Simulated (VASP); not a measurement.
Energy against volume of NiSi$_{2}$ (fluorite). These are PBE GGA, VASP's PBE PAW potentials (set 64) (plane waves; VASP 6.6.1) values and carry that method's errors. Numerical set-up: 520 eV cut-off, 10×10×10 Γ-centred mesh, first-order Methfessel-Paxton smearing of 0.10 eV, potentials Si Ni.

```csv
V (Å³/atom),E (eV/atom)
12.702,-5.76824
13.107,-5.78543
13.512,-5.78934
13.918,-5.78240
```

Question: Fit these four points and predict the energy of the run at 14.323 Å³/atom.

Answer: A cubic in V^(−2/3), the third-order Birch-Murnaghan form, passes through the four points with V0 = 13.44 Å³/atom and B0 = 147 GPa, and gives -5.7667 eV/atom there. The run gave -5.7667 eV/atom, -0.0 meV/atom from the fit; all five points give B0 = 146 GPa.

The compound is NiSi2 in the fluorite structure. It was relaxed first. The run is not spin-polarised, so no magnetic state was tried.
